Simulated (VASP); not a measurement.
# Lattice vibrations of Dysprosium, part 2 of 3

Aim: the phonon dispersion and thermal properties of Dysprosium. The start is a cell from a database of measured crystal structures.

VASP 6.6.1; PBEsol, 4f electrons in the core; plane waves and PAW (Dy_3).

Still holding for the runs below: The data set Dy_3 holds the 4f electrons frozen in the core, so no f bands or f moments appear.

So far. Step 2 (Relax the host): The run ended after 5 ionic steps, 0.020 eV below its first step, once forces and stress met EDIFFG = -0.02. Step 3 (Tight relaxation): The run ended after 4 ionic steps, 0.000 eV below its first step, once forces and stress met EDIFFG = -0.002.

**4. Force constants in the supercell**

System of this step: Dysprosium. It takes space group P6_3/mmc (No. 194, hexagonal). Conventional cell: a = 3.545 Å, b = 3.545 Å, c = 5.517 Å, α = 90.00°, β = 90.00°, γ = 120.00°. Nearest to Dy lie 12 Dy at 3.44 to 3.55 Å.

Each independent atom is moved by 0.015 Å both ways; the forces give the force constants out to half the supercell.

The input, INCAR:

```
SYSTEM = Dy
PREC = Accurate
ENCUT = 350
EDIFF = 1E-07
NELM = 120
ISMEAR = 1
SIGMA = 0.2
LREAL = Auto
ALGO = Fast
GGA = PS
NBANDS = 188
LASPH = .TRUE.
LWAVE = .FALSE.
LCHARG = .FALSE.
KPAR = 4
IBRION = 6
NSW = 1
NFREE = 2
POTIM = 0.015
ISIF = 0
ADDGRID = .TRUE.
```

The input, POSCAR:

```
Dy
1.0
   10.6358921235      0.0000000000      0.0000000000
   -5.3179460616      9.2109527709      0.0000000000
    0.0000000000      0.0000000000     11.0348816826
Dy
36
Direct
    0.2222222222      0.1111111111      0.3750000000
    0.2222222222      0.1111111111      0.8750000000
    0.2222222222      0.4444444444      0.3750000000
    0.2222222222      0.4444444444      0.8750000000
    0.2222222222      0.7777777778      0.3750000000
    0.2222222222      0.7777777778      0.8750000000
    0.5555555556      0.1111111111      0.3750000000
    0.5555555556      0.1111111111      0.8750000000
    0.5555555556      0.4444444444      0.3750000000
    0.5555555556      0.4444444444      0.8750000000
    0.5555555556      0.7777777778      0.3750000000
    0.5555555556      0.7777777778      0.8750000000
    0.8888888889      0.1111111111      0.3750000000
    0.8888888889      0.1111111111      0.8750000000
    0.8888888889      0.4444444444      0.3750000000
    0.8888888889      0.4444444444      0.8750000000
    0.8888888889      0.7777777778      0.3750000000
    0.8888888889      0.7777777778      0.8750000000
    0.1111111111      0.2222222222      0.1250000000
    0.1111111111      0.2222222222      0.6250000000
    0.1111111111      0.5555555556      0.1250000000
    0.1111111111      0.5555555556      0.6250000000
    0.1111111111      0.8888888889      0.1250000000
    0.1111111111      0.8888888889      0.6250000000
    0.4444444444      0.2222222222      0.1250000000
    0.4444444444      0.2222222222      0.6250000000
    0.4444444444      0.5555555556      0.1250000000
    0.4444444444      0.5555555556      0.6250000000
    0.4444444444      0.8888888889      0.1250000000
    0.4444444444      0.8888888889      0.6250000000
    0.7777777778      0.2222222222      0.1250000000
    0.7777777778      0.2222222222      0.6250000000
    0.7777777778      0.5555555556      0.1250000000
    0.7777777778      0.5555555556      0.6250000000
    0.7777777778      0.8888888889      0.1250000000
    0.7777777778      0.8888888889      0.6250000000
```

The input, KPOINTS:

```
Automatic mesh
0
Gamma
4 4 3
0 0 0
```

Potentials, in the order of the species: Dy_3 (PBE family, release 64).

The run is started by

```sh
$ mpirun -np 4 vasp_std
```

The log of the run:

```text
[banner, memory and clock lines left out]
running    4 mpi-ranks, on    1 nodes
 distrk:  each k-point on    1 cores,    4 groups
 distr:  one band on    1 cores,    1 groups

 POSCAR found type information on POSCAR Dy
 POSCAR found :  1 types and      36 ions
 [... a notice as in an earlier step ...]

 LDA part: xc-table for (Slater+PW92), standard interpolation
 POSCAR, INCAR and KPOINTS ok, starting setup
 FFT: planning ... GRIDC
 FFT: planning ... GRID_SOFT
 FFT: planning ... GRID
 WAVECAR not read
 entering main loop
       N       E                     dE             d eps       ncg     rms          rms(c)
DAV:   1     0.165152843477E+04    0.16515E+04   -0.12137E+05  3016   0.119E+03
DAV:   2     0.179773157007E+02   -0.16336E+04   -0.15980E+04  3008   0.450E+02
DAV:   3    -0.158566694370E+03   -0.17654E+03   -0.16608E+03  4104   0.743E+01
DAV:   4    -0.177261376722E+03   -0.18695E+02   -0.17215E+02  4048   0.217E+01
DAV:   5    -0.178589915242E+03   -0.13285E+01   -0.12036E+01  3944   0.465E+00    0.104E+02
RMM:   6    -0.178523796237E+03    0.66119E-01   -0.89397E-01  3124   0.221E+00    0.628E+01
RMM:   7    -0.178659183293E+03   -0.13539E+00   -0.15678E+00  3594   0.267E+00    0.131E+00
RMM:   8    -0.178687936154E+03   -0.28753E-01   -0.41573E-01  3904   0.113E+00    0.485E-01
RMM:   9    -0.178696765588E+03   -0.88294E-02   -0.11086E-01  4083   0.430E-01    0.271E-01
RMM:  10    -0.178700503808E+03   -0.37382E-02   -0.54800E-02  3984   0.265E-01    0.193E-01
RMM:  11    -0.178705405698E+03   -0.49019E-02   -0.48882E-02  4087   0.125E-01    0.482E-02
RMM:  12    -0.178707073357E+03   -0.16677E-02   -0.16244E-02  4093   0.822E-02    0.868E-02
RMM:  13    -0.178708604145E+03   -0.15308E-02   -0.15182E-02  4007   0.472E-02    0.290E-02
RMM:  14    -0.178709202338E+03   -0.59819E-03   -0.60309E-03  3805   0.415E-02    0.147E-02
RMM:  15    -0.178709797050E+03   -0.59471E-03   -0.59095E-03  4135   0.238E-02    0.122E-02
RMM:  16    -0.178710042609E+03   -0.24556E-03   -0.24180E-03  4437   0.177E-02    0.151E-02
RMM:  17    -0.178710272645E+03   -0.23004E-03   -0.22806E-03  3200   0.105E-02    0.194E-02
RMM:  18    -0.178710376056E+03   -0.10341E-03   -0.10379E-03  3895   0.952E-03    0.904E-03
RMM:  19    -0.178710472560E+03   -0.96504E-04   -0.96814E-04  3947   0.719E-03    0.365E-03
RMM:  20    -0.178710517525E+03   -0.44964E-04   -0.44722E-04  2676   0.594E-03    0.293E-03
RMM:  21    -0.178710558641E+03   -0.41116E-04   -0.40974E-04  2588   0.404E-03    0.423E-03
RMM:  22    -0.178710577836E+03   -0.19195E-04   -0.19004E-04  2143   0.329E-03    0.333E-03
RMM:  23    -0.178710595426E+03   -0.17590E-04   -0.17489E-04  1776   0.243E-03    0.350E-03
RMM:  24    -0.178710603308E+03   -0.78818E-05   -0.76768E-05  2392   0.235E-03    0.269E-03
RMM:  25    -0.178710610595E+03   -0.72871E-05   -0.73365E-05  2139   0.170E-03    0.315E-03
RMM:  26    -0.178710613364E+03   -0.27694E-05   -0.27470E-05  1450   0.143E-03    0.280E-03
RMM:  27    -0.178710616064E+03   -0.26998E-05   -0.27340E-05  1452   0.111E-03    0.293E-03
RMM:  28    -0.178710616730E+03   -0.66604E-06   -0.66801E-06  1373   0.100E-03    0.246E-03
RMM:  29    -0.178710617501E+03   -0.77118E-06   -0.76911E-06  1265   0.797E-04    0.235E-03
RMM:  30    -0.178710617371E+03    0.12997E-06    0.15764E-06  1202   0.743E-04    0.193E-03
RMM:  31    -0.178710617358E+03    0.13173E-07    0.28266E-07  1642   0.629E-04
   1 F= -.17871062E+03 E0= -.17869423E+03  d E =-.491634E-01
 Found     2 degrees of freedom:
 Finite differences POTIM= 0.01500 DOF=   2
 bond charge predicted
       N       E                     dE             d eps       ncg     rms          rms(c)
DAV:   1    -0.178707199275E+03    0.34181E-02   -0.49207E-01  8092   0.211E+00    0.236E-01
RMM:   2    -0.178709525218E+03   -0.23259E-02   -0.25958E-02  9937   0.447E-01    0.906E-02
RMM:   3    -0.178710062135E+03   -0.53692E-03   -0.47827E-03 10219   0.204E-01    0.517E-02
RMM:   4    -0.178710168436E+03   -0.10630E-03   -0.10413E-03 10225   0.845E-02    0.424E-02
RMM:   5    -0.178710180986E+03   -0.12550E-04   -0.30307E-04 10219   0.548E-02    0.303E-02
RMM:   6    -0.178710191161E+03   -0.10175E-04   -0.13534E-04 10217   0.236E-02    0.138E-02
 num prob  num prob RMM:   7    -0.178710195036E+03   -0.38750E-05   -0.40978E-05 10200   0.135E-02    0.900E-03
 num prob RMM:   8    -0.178710196999E+03   -0.19622E-05   -0.21351E-05 10087   0.732E-03    0.345E-03
 num prob  num prob  num prob RMM:   9    -0.178710197890E+03   -0.89121E-06   -0.97972E-06  9751   0.457E-03    0.155E-03
 num prob  num prob RMM:  10    -0.178710198414E+03   -0.52424E-06   -0.55158E-06  8546   0.262E-03    0.122E-03
 num prob  num prob  num prob RMM:  11    -0.178710198695E+03   -0.28072E-06   -0.28501E-06  6265   0.166E-03    0.856E-04
 num prob  num prob  num prob RMM:  12    -0.178710198840E+03   -0.14541E-06   -0.15274E-06  5860   0.112E-03    0.543E-04
 num prob  num prob RMM:  13    -0.178710198925E+03   -0.84488E-07   -0.87744E-07  5500   0.723E-04
   2 F= -.17871020E+03 E0= -.17869383E+03  d E =-.491011E-01
[...]
3 F= -.17871019E+03 E0= -.17869383E+03  d E =-.491001E-01
[...]
WARNING in EDDRMM: call to ZHEGV failed, returncode =   8  4    111
[...]
WARNING in EDDRMM: call to ZHEGV failed, returncode =   6  3    110
WARNING in EDDRMM: call to ZHEGV failed, returncode =   6  3    113
[...]
4 F= -.17871018E+03 E0= -.17869382E+03  d E =-.490876E-01
 Finite differences progress:
  Degree of freedom:   2/  2
  Displacement:        1/  2
  Total:               3/  4
 bond charge predicted
       N       E                     dE             d eps       ncg     rms          rms(c)
DAV:   1    -0.178699536404E+03    0.10642E-01   -0.18223E+00  3488   0.396E+00    0.551E-01
RMM:   2    -0.178707983979E+03   -0.84476E-02   -0.96364E-02  4433   0.847E-01    0.344E-01
RMM:   3    -0.178709806291E+03   -0.18223E-02   -0.18188E-02  4602   0.373E-01    0.215E-01
RMM:   4    -0.178710047537E+03   -0.24125E-03   -0.37502E-03  4596   0.157E-01    0.814E-02
RMM:   5    -0.178710126011E+03   -0.78474E-04   -0.11685E-03  4618   0.901E-02    0.765E-02
RMM:   6    -0.178710139415E+03   -0.13404E-04   -0.41660E-04  4601   0.420E-02    0.350E-02
RMM:   7    -0.178710154566E+03   -0.15152E-04   -0.18546E-04  4607   0.247E-02    0.200E-02
RMM:   8    -0.178710162015E+03   -0.74485E-05   -0.87412E-05  4649   0.153E-02    0.113E-02
RMM:   9    -0.178710165434E+03   -0.34197E-05   -0.43872E-05  4698   0.794E-03    0.639E-03
RMM:  10    -0.178710167206E+03   -0.17718E-05   -0.21871E-05  4448   0.538E-03    0.300E-03
 num prob  num prob  num prob  num prob  num prob  num prob RMM:  11    -0.178710168541E+03   -0.13351E-05   -0.13696E-05  3811   0.339E-03    0.139E-03
 num prob  num prob RMM:  12    -0.178710169231E+03   -0.69006E-06   -0.69488E-06  3012   0.178E-03    0.145E-03
 num prob  num prob  num prob  num prob RMM:  13    -0.178710169659E+03   -0.42744E-06   -0.43374E-06  2761   0.126E-03    0.981E-04
 num prob  num prob  num prob  num prob RMM:  14    -0.178710169893E+03   -0.23395E-06   -0.24531E-06  2570   0.892E-04    0.500E-04
 num prob  num prob RMM:  15    -0.178710170056E+03   -0.16346E-06   -0.16921E-06  2398   0.695E-04    0.736E-04
 num prob  num prob  num prob RMM:  16    -0.178710170133E+03   -0.76489E-07   -0.78798E-07  1446   0.448E-04
   5 F= -.17871017E+03 E0= -.17869381E+03  d E =-.490875E-01
 Finite differences progress:
  Degree of freedom:   2/  2
  Displacement:        2/  2
  Total:               4/  4
```

Elapsed: 58 min, on 4 MPI ranks of Intel Xeon 6975P-C (Granite Rapids), shared host; peak memory 12 GiB; 3.8 h of CPU time.

[end of part 2 of 3]

[Lines on the potential files, build, host, timing and source positions are cut from VASP's logs without a mark.]

[Logs are printed without paths, hosts, clocks, repeated set-up lines and the standing remarks that a program may print on its own settings, such as how far it seeks lower states.]

[Hosts, paths, dates, database ids (printed as entryN), source tags and the programs' standing remarks are cut or masked in the printed files.]

[Runs that stopped without an error message from VASP are left out.]
